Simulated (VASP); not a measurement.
Method: PW91 GGA, VASP's PBE PAW potentials (set 64) (plane waves; VASP 6.6.1).

Input for VASP

File POSCAR:
```
Nb
1
   -1.6875018401     1.6875018401     1.6875018401
    1.6875018401    -1.6875018401     1.6875018401
    1.6875018401     1.6875018401    -1.6875018401
Nb
1
Direct
  0.0000000000   0.0000000000   0.0000000000
```

### INCAR
```
SYSTEM = Nb
PREC = Accurate; ENCUT = 520; LREAL = .False.
LASPH = .True.
EDIFF = 1E-7; NELM = 100; ALGO = Normal
LMAXMIX = 4
ISMEAR = 1; SIGMA = 0.1
GGA = 91
ISIF = 2
LWAVE = .False.; LCHARG = .False.
```

KPOINTS:
```
K-points
0
G
15 15 15
```

POTCAR, in this order: Nb_sv (PBE.64 set). Program: vasp_std.

The run wrote:

OSZICAR:
```
       N       E                     dE             d eps       ncg     rms          rms(c)
DAV:   1     0.118005082108E+03    0.11801E+03   -0.74882E+03  2400   0.128E+03
DAV:   2    -0.502325186998E+01   -0.12303E+03   -0.12010E+03  2564   0.445E+02
DAV:   3    -0.103132735544E+02   -0.52900E+01   -0.49770E+01  3594   0.784E+01
DAV:   4    -0.106345804416E+02   -0.32131E+00   -0.31762E+00  3426   0.173E+01
DAV:   5    -0.106495010035E+02   -0.14921E-01   -0.14900E-01  3694   0.278E+00    0.661E+00
DAV:   6    -0.101972011505E+02    0.45230E+00   -0.89711E-01  3712   0.123E+01    0.222E+00
DAV:   7    -0.101443336044E+02    0.52868E-01   -0.25066E-01  3754   0.634E+00    0.947E-01
DAV:   8    -0.101484126753E+02   -0.40791E-02   -0.11194E-02  2724   0.158E+00    0.867E-02
DAV:   9    -0.101483942802E+02    0.18395E-04   -0.13451E-03  4252   0.458E-01    0.321E-02
DAV:  10    -0.101484045986E+02   -0.10318E-04   -0.27340E-05  2792   0.816E-02    0.126E-02
DAV:  11    -0.101483986648E+02    0.59338E-05   -0.39404E-06  3736   0.309E-02    0.276E-03
DAV:  12    -0.101483987390E+02   -0.74177E-07   -0.45212E-08  1678   0.290E-03
   1 F= -.10148399E+02 E0= -.10147974E+02  d E =-.127340E-02
```

### OUTCAR
```
------------------------ aborting loop because EDIFF is reached ----------------------------------------
  FORCE on cell =-STRESS in cart. coord.  units (eV):
  Direction    XX          YY          ZZ          XY          YZ          ZX
  --------------------------------------------------------------------------------------
  Total       -1.0739658     -1.0739658     -1.0739658      0.0000000      0.0000000     -0.0000000
  in kB      -89.5175669    -89.5175669    -89.5175669      0.0000000      0.0000000     -0.0000000
  external PRESSURE =     -89.5175669 kB  Pullay stress =       0.0000000 kB
  volume of cell :       19.22
      direct lattice vectors                 reciprocal lattice vectors
    -1.687501840  1.687501840  1.687501840     0.000000000  0.296295973  0.296295973
     1.687501840 -1.687501840  1.687501840     0.296295973  0.000000000  0.296295973
     1.687501840  1.687501840 -1.687501840     0.296295973  0.296295973  0.000000000
 POSITION                                       TOTAL-FORCE (eV/Angst)
 -----------------------------------------------------------------------------------
      0.00000      0.00000      0.00000        -0.000000      0.000000     -0.000000
 -----------------------------------------------------------------------------------
    total drift:                                0.000000      0.000000     -0.000000
  FREE ENERGIE OF THE ION-ELECTRON SYSTEM (eV)
  ---------------------------------------------------
  free  energy   TOTEN  =       -10.1483987390 eV

  energy  without entropy=      -10.1471253368  energy(sigma->0) =      -10.14797427
```
(Selected blocks of OUTCAR.)

The compound is Nb in the bcc structure. This cell is one point of a volume scan, at 1.06 of the reference volume.
